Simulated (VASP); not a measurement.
```
InP
1.0
    0.00000     2.97362     2.97362
    2.97362     0.00000     2.97362
    2.97362     2.97362     0.00000
In P
1 1
Direct
  0.00000   0.00000   0.00000
  0.25000   0.25000   0.25000
```

All values below come from G0W0 on PBE orbitals, VASP's PBE PAW potentials (set 64) (plane waves; VASP). Numerical set-up: PREC = Normal, 500 eV cut-off, 4×4×4 Γ-centred mesh, Gaussian smearing of 0.010 eV, potentials In_d_GW P_GW.

The mesh is coarse and the basis finite, so the quasiparticle values are not converged.

NBANDS = 160, ENCUTGW = 200 eV, NOMEGA = 64. The PBE levels (eV) that the step starts from are:

```tsv
state	KS energy	filling
k1 (0.00, 0.00, 0.00), band 6	-7.69	2
k1 (0.00, 0.00, 0.00), band 7	3.55	2
k1 (0.00, 0.00, 0.00), band 8	3.55	2
k1 (0.00, 0.00, 0.00), band 9	3.55	2
k1 (0.00, 0.00, 0.00), band 10	4.00	0
k1 (0.00, 0.00, 0.00), band 11	7.60	0
k1 (0.00, 0.00, 0.00), band 12	7.60	0
k1 (0.00, 0.00, 0.00), band 13	7.60	0
k5 (0.50, 0.25, 0.00), band 6	-5.85	2
k5 (0.50, 0.25, 0.00), band 7	-1.63	2
k5 (0.50, 0.25, 0.00), band 8	0.98	2
k5 (0.50, 0.25, 0.00), band 9	1.91	2
k5 (0.50, 0.25, 0.00), band 10	6.07	0
k5 (0.50, 0.25, 0.00), band 11	7.81	0
k5 (0.50, 0.25, 0.00), band 12	9.64	0
k5 (0.50, 0.25, 0.00), band 13	10.10	0
k7 (0.50, 0.50, 0.00), band 6	-5.49	2
k7 (0.50, 0.50, 0.00), band 7	-2.04	2
k7 (0.50, 0.50, 0.00), band 8	1.36	2
k7 (0.50, 0.50, 0.00), band 9	1.36	2
k7 (0.50, 0.50, 0.00), band 10	5.36	0
k7 (0.50, 0.50, 0.00), band 11	5.79	0
k7 (0.50, 0.50, 0.00), band 12	12.49	0
k7 (0.50, 0.50, 0.00), band 13	12.82	0
```

Problem. Give the quasiparticle energies and renormalisation factors Z.

Solution. 
```tsv
state	QP energy (eV)	Z
k1 (0.00, 0.00, 0.00), band 6	-8.01	0.58
k1 (0.00, 0.00, 0.00), band 7	3.08	0.73
k1 (0.00, 0.00, 0.00), band 8	3.08	0.73
k1 (0.00, 0.00, 0.00), band 9	3.08	0.73
k1 (0.00, 0.00, 0.00), band 10	4.06	0.75
k1 (0.00, 0.00, 0.00), band 11	7.68	0.74
k1 (0.00, 0.00, 0.00), band 12	7.68	0.74
k1 (0.00, 0.00, 0.00), band 13	7.68	0.74
k5 (0.50, 0.25, 0.00), band 6	-6.26	0.65
k5 (0.50, 0.25, 0.00), band 7	-2.14	0.68
k5 (0.50, 0.25, 0.00), band 8	0.43	0.71
k5 (0.50, 0.25, 0.00), band 9	1.37	0.72
k5 (0.50, 0.25, 0.00), band 10	6.04	0.75
k5 (0.50, 0.25, 0.00), band 11	7.88	0.73
k5 (0.50, 0.25, 0.00), band 12	9.58	0.73
k5 (0.50, 0.25, 0.00), band 13	10.17	0.72
k7 (0.50, 0.50, 0.00), band 6	-5.88	0.66
k7 (0.50, 0.50, 0.00), band 7	-2.55	0.68
k7 (0.50, 0.50, 0.00), band 8	0.80	0.71
k7 (0.50, 0.50, 0.00), band 9	0.80	0.71
k7 (0.50, 0.50, 0.00), band 10	5.19	0.76
k7 (0.50, 0.50, 0.00), band 11	5.80	0.75
k7 (0.50, 0.50, 0.00), band 12	12.45	0.69
k7 (0.50, 0.50, 0.00), band 13	12.87	0.69
```
On the mesh the gap opens from 0.46 to 0.98 eV.

The compound is InP in the zinc blende structure. This cell is one point of a volume scan, at 1.04 of the reference volume. The k-mesh is coarse (spacing up to 0.46 per Å, 2π included), so the numbers may not be converged in it.
